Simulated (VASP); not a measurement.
Given:

```
WTe2
1.0
    3.49571     0.00000     0.00000
   -1.74785     3.02737     0.00000
    0.00000     0.00000    14.04981
Te W
4 2
Direct
  0.33333   0.66667   0.87931
  0.66667   0.33333   0.12069
  0.66667   0.33333   0.37931
  0.33333   0.66667   0.62069
  0.33333   0.66667   0.25000
  0.66667   0.33333   0.75000
```

Computed with PBEsol GGA, VASP's PBE PAW potentials (set 64) (plane waves; VASP). Run with 400 eV cut-off, 9×9×2 Γ-centred mesh, Gaussian smearing of 0.010 eV, potentials Te W_sv.

The dielectric response may not be converged in the k-mesh; for small gaps it tends to come out too large.

Q: The job: Te₂W (space group P6_3/mmc), 6 atoms, PBEsol, DFPT for ε, Born charges and Γ modes, 400 eV, 9×9×2 Γ-centred mesh. Roughly how much core time does it take on a busy server core?

A: About 60 core-minutes (one run on a shared machine, a rough figure). It had 24 irreducible k-points, 31 bands, up to 2716 plane waves and 293 electronic steps.

The structure comes from a computed database's Te2W entry (P6_3/mmc); how it stands against other phases isn't given here. It was relaxed first, which changed the volume by -9 %.
